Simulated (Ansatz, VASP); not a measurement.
# GaCuSe2 in two plane-wave programs, part 2 of 2

One calculation is typed for both programs; each brings its own data sets. How far apart do they land? The structure shown is the end of the Ansatz relaxation below.

VASP 6.6.1 and Ansatz 0.2.0.

So far: Starting point; Ansatz: relaxation, PBEsol; VASP: single point, PBEsol, pair 1; Differences.

## Step 5: Ansatz: relaxation, PBEsol

Level of this step: Ansatz beside VASP: Kohn-Sham DFT, plane waves, PBEsol (Ansatz).

This run makes the geometry at which the two programs are then compared. The cell compared in this pair holds 168.37 Å³, against 164.94 Å³ for the pair before.

The structure compared here is the end of the Ansatz relaxation.

Input file input.yaml:

```yaml
crystal:
  lattice:
    - [-2.7663859743, 2.7663859743, 5.5003295721]
    - [2.7663859743, -2.7663859743, 5.5003295721]
    - [2.7663859743, 2.7663859743, -5.5003295721]
  atoms:
    - { symbol: Cu, position: [0.0, 0.0, 0.0] }
    - { symbol: Cu, position: [0.75, 0.25, 0.5] }
    - { symbol: Ga, position: [0.5, 0.5, 0.0] }
    - { symbol: Ga, position: [0.25, 0.75, 0.5] }
    - { symbol: Se, position: [0.375, 0.3668021564, 0.4918021564] }
    - { symbol: Se, position: [0.6331978436, 0.125, 1.0081978436] }
    - { symbol: Se, position: [0.875, 0.8831978436, 0.5081978436] }
    - { symbol: Se, position: [0.1168021564, 0.625, -0.0081978436] }
kpoints:
  mp_grid: { grid: [8, 8, 8] }
hamiltonian:
  xc: pbesol
  pseudopotentials: { kind: paw, azcp: { folder: soft_1 }, xc_functional: pbe }
scf:
  occupations: { method: gaussian, width: 0.01 }
output:
  forces: true
  stress: true
  eigenvalues: true
relax:
  adjacent_minimum: "off"
  f_tol: 0.001
  max_steps: 60
  cell: { stress_tol: 0.01, fix: [volume] }
```

Started as:

```sh
$ ansatz run input.yaml --threads 4 --pin off --max-ram 16384MiB --backend cpu --events-out ev --progress --plain --runs-dir out
```

Numbers of over 12 decimals in the logs are rounded to 6 here.

The program printed:

```text
[...]
Crystal: 8 atoms, lattice volume = 168.374 Å³
Basis set: ecut = 420 eV, 3291 PW (Γ), exchange–correlation on 96×96×96 points (8 copies of the dense FFT grid, shifted against one another)
Bands: 77, of which v1, the nominal top of the filled ones, is band 64 counted from 1 (63 counted from 0)
Symmetry: 8 space group operations
[...]
k-points: 59 of 512 (time reversal used)
[...]
- [2.766394, 2.766394, -5.500299]
  atoms:
    - { symbol: Cu, position: [0, 0, 0] }
    - { symbol: Cu, position: [0.750000, 0.250000, 0.500000] }
    - { symbol: Ga, position: [0.5, 0.5, 0] }
    - { symbol: Ga, position: [0.250000, 0.750000, 0.500000] }
    - { symbol: Se, position: [0.375, 0.366548, 0.491548] }
    - { symbol: Se, position: [0.633452, 0.125000, 1.008452] }
    - { symbol: Se, position: [0.875000, 0.883452, 0.508452] }
    - { symbol: Se, position: [0.116548, 0.625, -0.00845195] }
[key lines of the parts left out:]
SCF converged after 6 iterations
Free energy (F): -42364.463359 eV
Fermi energy:    9.005278 eV
P = ⅓ Tr σ = 1.5077 GPa (15.077 kbar)
```

## Step 6: VASP: single point, PBEsol, pair 2

The same cell, functional, mesh and smearing now go to VASP, with its own data sets.

Input file INCAR:

```
SYSTEM = GaCuSe2
PREC = Accurate
ENCUT = 600
EDIFF = 1E-06
NELM = 120
ISMEAR = 0
SIGMA = 0.01
LREAL = .FALSE.
ALGO = Normal
GGA = PS
NBANDS = 44
LASPH = .TRUE.
LORBIT = 11
LWAVE = .FALSE.
LCHARG = .FALSE.
ISIF = 2
GGA_COMPAT = .FALSE.
EFERMI = MIDGAP
KPAR = 2
```

Input file POSCAR:

```
GaCuSe2
1.0
   -2.7663935968      2.7663935968      5.5002992610
    2.7663935968     -2.7663935968      5.5002992610
    2.7663935968      2.7663935968     -5.5002992610
Cu Ga Se
2 2 4
Direct
    0.0000000000      0.0000000000      0.0000000000
    0.7500000000      0.2500000000      0.5000000000
    0.5000000000      0.5000000000      0.0000000000
    0.2500000000      0.7500000000      0.5000000000
    0.3750000000      0.3665480466      0.4915480466
    0.6334519534      0.1250000000      0.0084519534
    0.8750000000      0.8834519534      0.5084519534
    0.1165480466      0.6250000000      0.9915480466
```

Input file KPOINTS:

```
Automatic mesh
0
Gamma
8 8 8
0 0 0
```

PAW data sets: Cu, Ga_d and Se (PBE family, release 64).

Started as:

```sh
$ mpirun -np 2 vasp_std
```

The program printed:

```text
[banner, memory and clock lines left out]
running    2 mpi-ranks, on    1 nodes
[...]
[... a notice as in an earlier step ...]

 LDA part: xc-table for (Slater+PW92), standard interpolation
 POSCAR, INCAR and KPOINTS ok, starting setup
[...]
entering main loop
       N       E                     dE             d eps       ncg     rms          rms(c)
DAV:   1     0.752092500154E+03    0.75209E+03   -0.34293E+04  5276   0.242E+03
DAV:   2     0.108422902667E+03   -0.64367E+03   -0.62507E+03  5216   0.612E+02
DAV:   3    -0.249080811174E+02   -0.13333E+03   -0.12927E+03  6212   0.229E+02
DAV:   4    -0.360318282667E+02   -0.11124E+02   -0.10974E+02  7260   0.643E+01
[...]
DAV:  13    -0.343874635146E+02   -0.18420E-04   -0.22131E-04  7944   0.180E-01    0.158E-02
DAV:  14    -0.343874625551E+02    0.95950E-06   -0.41085E-05  6956   0.126E-01    0.416E-03
DAV:  15    -0.343874625270E+02    0.28082E-07   -0.40814E-06  5076   0.333E-02
   1 F= -.34387463E+02 E0= -.34387463E+02  d E =-.116160E-61
```

OUTCAR, selected parts (step 6):

```text
  Total        1.7708193      1.7708193      1.7671063      0.0000000     -0.0000000      0.0000000
  in kB       16.8504137     16.8504137     16.8150828      0.0000000     -0.0000000      0.0000000
  external PRESSURE =      16.8386367 kB  Pullay stress =       0.0000000 kB

 POSITION                                       TOTAL-FORCE (eV/Angst)
 -----------------------------------------------------------------------------------
      0.00000      0.00000      0.00000         0.000000     -0.000000     -0.000000
      0.00000      2.76639      2.75015         0.000000      0.000000      0.000000
      0.00000      0.00000      5.50030         0.000000      0.000000      0.000000
      2.76639      0.00000      2.75015         0.000000      0.000000     -0.000000
      1.33643      1.38320      1.37507         0.024109     -0.000000     -0.000000
     -1.38320      1.42996      4.12522         0.000000     -0.024109     -0.000000
      1.42996      1.38320      6.87537        -0.024109      0.000000     -0.000000
      4.14959      1.33643     -1.37507         0.000000      0.024109     -0.000000
 -----------------------------------------------------------------------------------
    total drift:                                0.000000      0.000000     -0.000000

  FREE ENERGIE OF THE ION-ELECTRON SYSTEM (eV)
  ---------------------------------------------------
  free  energy   TOTEN  =       -34.3874625270 eV

  energy  without entropy=      -34.3874625270  energy(sigma->0) =      -34.38746253

[... 1 part as in an earlier step ...]

[... 2 further parts left out ...]
[key lines of the parts left out:]
E-fermi :   4.3695
```

The run ends at a pressure of 1.68 GPa, with forces up to 0.024 eV/Å.

## Step 7: Comparison

What differs besides the data sets and the points named for the pairs above, as far as they apply: the data sets hold 128 valence electrons in Ansatz (on its PAW soft_1 files) and 72 in VASP. Total energies have different zeros and are not compared.

Both answers:

| quantity | Ansatz | VASP | difference |
| --- | --- | --- | --- |
| pressure (GPa) | 1.51 | 1.68 | -0.18 |
| gap on the k mesh (eV) | 0.207 | 0.230 | -0.023 |

At this near-relaxed geometry the largest component of a force difference is 24 meV/Å. A gap on the mesh is an upper bound, since the band edges may lie between its points.

## Step 8: Ansatz: relaxation, PBEsol

This run makes the geometry at which the two programs are then compared. The cell compared in this pair holds 175.25 Å³, against 168.37 Å³ for the pair before.

The structure compared here is the end of the Ansatz relaxation.

input.yaml: that of step 5 with these lines changed.

```diff
@@ -2,5 +2,5 @@
   lattice:
-    - [-2.7663859743, 2.7663859743, 5.5003295721]
-    - [2.7663859743, -2.7663859743, 5.5003295721]
-    - [2.7663859743, 2.7663859743, -5.5003295721]
+    - [-2.8035231033, 2.8035231033, 5.5741683102]
+    - [2.8035231033, -2.8035231033, 5.5741683102]
+    - [2.8035231033, 2.8035231033, -5.5741683102]
   atoms:
```

Started as:

```sh
$ ansatz run input.yaml --threads 4 --pin off --max-ram 16384MiB --backend cpu --events-out ev --progress --plain --runs-dir out
```

The program printed:

```text
[...]
Crystal: 8 atoms, lattice volume = 175.246 Å³
Basis set: ecut = 420 eV, 3467 PW (Γ), exchange–correlation on 96×96×96 points (8 copies of the dense FFT grid, shifted against one another)
Bands: 77, of which v1, the nominal top of the filled ones, is band 64 counted from 1 (63 counted from 0)
Symmetry: 8 space group operations
[...]
k-points: 59 of 512 (time reversal used)
[...]
- [2.803262, 2.803262, -5.575207]
  atoms:
    - { symbol: Cu, position: [0, 0, 0] }
    - { symbol: Cu, position: [0.75, 0.250000, 0.5] }
    - { symbol: Ga, position: [0.500000, 0.500000, 0] }
    - { symbol: Ga, position: [0.250000, 0.75, 0.5] }
    - { symbol: Se, position: [0.375, 0.367088, 0.492088] }
    - { symbol: Se, position: [0.632912, 0.125, 1.007912] }
    - { symbol: Se, position: [0.875, 0.882912, 0.507912] }
    - { symbol: Se, position: [0.117088, 0.625, -0.00791169] }
[key lines of the parts left out:]
SCF converged after 6 iterations
Free energy (F): -42364.464613 eV
Fermi energy:    8.336489 eV
P = ⅓ Tr σ = -1.3385 GPa (-13.385 kbar)
```

## Step 9: VASP: single point, PBEsol, pair 3

The same cell, functional, mesh and smearing now go to VASP, with its own data sets.

INCAR: that of step 6 with these lines changed.

```diff
@@ -17,3 +17,2 @@
 GGA_COMPAT = .FALSE.
-EFERMI = MIDGAP
 KPAR = 2
```

Input file POSCAR:

```
GaCuSe2
1.0
   -2.8032620430      2.8032620430      5.5752065734
    2.8032620430     -2.8032620430      5.5752065734
    2.8032620430      2.8032620430     -5.5752065734
Cu Ga Se
2 2 4
Direct
    0.0000000000      0.0000000000      0.0000000000
    0.7500000000      0.2500000000      0.5000000000
    0.5000000000      0.5000000000      0.0000000000
    0.2500000000      0.7500000000      0.5000000000
    0.3750000000      0.3670883061      0.4920883061
    0.6329116939      0.1250000000      0.0079116939
    0.8750000000      0.8829116939      0.5079116939
    0.1170883061      0.6250000000      0.9920883061
```

KPOINTS is that of step 6.

Started as:

```sh
$ mpirun -np 2 vasp_std
```

The program printed:

```text
[... set-up lines as in an earlier step ...]
 entering main loop
       N       E                     dE             d eps       ncg     rms          rms(c)
DAV:   1     0.743973805565E+03    0.74397E+03   -0.34095E+04  5284   0.239E+03
DAV:   2     0.108576631635E+03   -0.63540E+03   -0.61698E+03  5216   0.601E+02
DAV:   3    -0.247206862496E+02   -0.13330E+03   -0.12914E+03  6340   0.227E+02
DAV:   4    -0.359679311819E+02   -0.11247E+02   -0.11080E+02  7324   0.637E+01
[...]
DAV:  13    -0.343976948393E+02   -0.18765E-04   -0.19788E-04  7592   0.170E-01    0.190E-02
DAV:  14    -0.343976913857E+02    0.34536E-05   -0.64517E-05  7324   0.162E-01    0.557E-03
DAV:  15    -0.343976912054E+02    0.18032E-06   -0.77539E-06  6248   0.415E-02
   1 F= -.34397691E+02 E0= -.34397691E+02  d E =-.128405E-08
```

Parts of OUTCAR (step 9):

```text
  Total       -1.3094581     -1.3094581     -1.3187346      0.0000000      0.0000000      0.0000000
  in kB      -11.9716452    -11.9716452    -12.0564548      0.0000000      0.0000000      0.0000000
  external PRESSURE =     -11.9999151 kB  Pullay stress =       0.0000000 kB

 POSITION                                       TOTAL-FORCE (eV/Angst)
 -----------------------------------------------------------------------------------
      0.00000      0.00000      0.00000        -0.000000     -0.000000      0.000000
      0.00000      2.80326      2.78760        -0.000000      0.000000      0.000000
      0.00000      0.00000      5.57521        -0.000000      0.000000     -0.000000
      2.80326      0.00000      2.78760        -0.000000     -0.000000      0.000000
      1.35727      1.40163      1.39380         0.022456      0.000000      0.000000
     -1.40163      1.44599      4.18140        -0.000000     -0.022456      0.000000
      1.44599      1.40163      6.96901        -0.022456     -0.000000      0.000000
      4.20489      1.35727     -1.39380        -0.000000      0.022456      0.000000
 -----------------------------------------------------------------------------------
    total drift:                               -0.000003     -0.000003     -0.000003

  FREE ENERGIE OF THE ION-ELECTRON SYSTEM (eV)
  ---------------------------------------------------
  free  energy   TOTEN  =       -34.3976912054 eV

  energy  without entropy=      -34.3976912041  energy(sigma->0) =      -34.39769120

[... 1 part as in an earlier step ...]

[... 2 further parts left out ...]
[key lines of the parts left out:]
E-fermi :   3.8804
```

The run ends at a pressure of -1.20 GPa, with forces up to 0.022 eV/Å.

## Step 10: Comparison

What differs besides the data sets and the points named for the pairs above, as far as they apply: the data sets hold 128 valence electrons in Ansatz (on its PAW soft_1 files) and 72 in VASP. Total energies have different zeros and are not compared.

Both answers:

| quantity | Ansatz | VASP | difference |
| --- | --- | --- | --- |
| pressure (GPa) | -1.34 | -1.20 | -0.14 |
| gap on the k mesh (eV) | 0.041 | 0.062 | -0.022 |

At this near-relaxed geometry the largest component of a force difference is 22 meV/Å. A gap on the mesh is an upper bound, since the band edges may lie between its points.

## Step 11: Summary of results

| Property | Result |
| --- | --- |
| difference in gap on the k mesh (single point, PBEsol, pair 1) | -0.024 eV |
| r.m.s. force difference (single point, PBEsol, pair 1) | 10 meV/Å |
| difference in gap on the k mesh (single point, PBEsol, pair 2) | -0.023 eV |
| r.m.s. force difference (single point, PBEsol, pair 2) | 9.9 meV/Å |
| difference in gap on the k mesh (single point, PBEsol, pair 3) | -0.022 eV |
| r.m.s. force difference (single point, PBEsol, pair 3) | 9.1 meV/Å |

**Reading.** The r.m.s. force difference is 10 meV/Å (single point, PBEsol, pair 1), within the 12 meV/Å picked in this series as the mark of a large difference. The data sets hold unlike numbers of valence electrons (128 in Ansatz and 72 in VASP), so part of the differences comes from the potentials. 5 further runs of this series are not shown here. Such differences can come from data sets, numerical settings and the points named under the comparisons, not from the functional's error against experiment.

[Lines on the potential files, build, host, timing and source positions are cut from VASP's logs without a mark.]

[Logs are printed without paths, hosts, clocks, repeated set-up lines and the standing remarks that a program may print on its own settings, such as how far it seeks lower states.]

[Hosts, paths, dates, database ids (printed as entryN), source tags and the programs' standing remarks are cut or masked in the printed files.]
